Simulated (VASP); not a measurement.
Calculation: optB88-vdW, VASP's PBE PAW potentials (set 64) (plane waves; VASP 6.6.1).

Input for VASP

**KPOINTS**
```
Automatic mesh
0
Gamma
6 6 6
0 0 0
```

**INCAR**
```
SYSTEM = KZnF3
PREC = Accurate
ENCUT = 520
EDIFF = 1E-7
NELM = 100
ALGO = Normal
LREAL = .FALSE.
LASPH = .TRUE.
ISMEAR = -5
GGA = BO
PARAM1 = 0.1833333333
PARAM2 = 0.22
LUSE_VDW = .TRUE.
AGGAC = 0.0
LMAXMIX = 4
LWAVE = .FALSE.
LCHARG = .TRUE.
LORBIT = 11
NEDOS = 601
ISIF = 2
LEFG = .TRUE.
```

POSCAR:
```
KZnF3
1
    4.0826798939     0.0000000000     0.0000000000
    0.0000000000     4.0826798939     0.0000000000
    0.0000000000     0.0000000000     4.0826798939
K Zn F
1 1 3
Direct
  0.0000000000   0.0000000000   0.0000000000
  0.5000000000   0.5000000000   0.5000000000
  0.5000000000   0.0000000000   0.5000000000
  0.0000000000   0.5000000000   0.5000000000
  0.5000000000   0.5000000000   0.0000000000
```

POTCAR, in this order: K_sv Zn F (PBE.64 set). Program: vasp_std.

### Question
What does the run give for the energy per atom (σ→0), band gap (on the k-mesh)?

### Answer

| Quantity | Value |
|---|---|
| energy per atom (σ→0) | -1.961 eV/atom |
| band gap (on the k-mesh) | 3.81 eV |

File OSZICAR:
```
...
DAV:  13    -0.980377128523E+01   -0.14492E-04   -0.21283E-04  1270   0.361E-01    0.589E-02
DAV:  14    -0.980378563955E+01   -0.14354E-04   -0.69691E-05  1205   0.310E-01    0.522E-02
DAV:  15    -0.980375676995E+01    0.28870E-04   -0.93271E-05  1137   0.794E-02    0.235E-02
DAV:  16    -0.980375229777E+01    0.44722E-05   -0.54803E-06  1405   0.477E-02    0.167E-02
DAV:  17    -0.980374865692E+01    0.36408E-05   -0.68937E-06  1310   0.612E-02    0.848E-03
DAV:  18    -0.980374769948E+01    0.95745E-06   -0.47474E-06  1387   0.299E-02    0.196E-03
DAV:  19    -0.980374770695E+01   -0.74715E-08   -0.42349E-07   894   0.523E-03
   1 F= -.98037477E+01 E0= -.98037477E+01  d E =0.000000E+00
```

The compound is KZnF3 in the cubic perovskite structure. It was relaxed first.
